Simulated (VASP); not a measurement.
The input files of a VASP run:

KPOINTS:
```
Automatic mesh
0
Gamma
7 7 1
0 0 0
```

**INCAR**
```
EDIFF=1E-6
GGA=PS   ! PBEsol
PREC=Accurate
ENCUT=400   ! plane-wave cut-off (eV)
EDIFFG=-0.02
LCHARG=.FALSE.
LWAVE=.FALSE.
IBRION=2
ALGO=Normal   ! blocked Davidson
SYSTEM=WS2
LASPH=.TRUE.
NSW=60   ! most ionic steps
SIGMA=0.05
LMAXMIX=6
NELM=100   ! most electronic steps
LREAL=.FALSE.   ! projection in real space or not
ISMEAR=0
ISIF=3
```

**POSCAR**
```
WS2
1.0
  3.1464981765   0.0000000000   0.0000000000
 -1.5732490883   2.7249476188   0.0000000000
  0.0000000000   0.0000000000  23.7347304766
W S
2 4
Cart
 -0.0000015733   1.8166326542  15.1265075624
  1.5732506615   0.9083149646   8.6082229142
 -0.0000015733   1.8166326542   7.0411111171
  1.5732506615   0.9083149646  16.6936193595
  1.5732506615   0.9083149646  13.5582562562
 -0.0000015733   1.8166326542  10.1764742204
```

POTCAR, in this order: W_sv S (PBE.64 set). Program: vasp_std.

**Question.** Write an equivalent input for Ansatz.

**Answer.** One equivalent input (not run):
Ansatz 0.2 input:
```yaml
crystal:
  lattice:
    - [3.1464982, 0.0000000, 0.0000000]
    - [-1.5732491, 2.7249476, 0.0000000]
    - [0.0000000, 0.0000000, 23.7347305]
  atoms:
    - { symbol: W, position: [0.3333330, 0.6666670, 0.6373153] }
    - { symbol: W, position: [0.6666670, 0.3333330, 0.3626847] }
    - { symbol: S, position: [0.3333330, 0.6666670, 0.2966586] }
    - { symbol: S, position: [0.6666670, 0.3333330, 0.7033414] }
    - { symbol: S, position: [0.6666670, 0.3333330, 0.5712412] }
    - { symbol: S, position: [0.3333330, 0.6666670, 0.4287588] }
kpoints:
  mp_grid: { grid: [7, 7, 1] }
hamiltonian:
  xc: pbesol
  pseudopotentials: { kind: paw }
scf:
  occupations: { method: gaussian, width: 0.05 }
  max_iter: 100
relax:
  max_steps: 60
  f_tol: 0.02
  cell: {}
output: { forces: true, stress: true, eigenvalues: true }
```
What does not carry over: each code has its own PAW files, so the cut-off isn't converted (ENCUT is set for VASP's; basis.ecutwfc is left out, and Ansatz then takes the one that its files recommend); Ansatz stops its SCF on the density residual and VASP on the energy change (EDIFF).

The cell is a sheet with vacuum, built from a database entry that may be metastable or hypothetical.
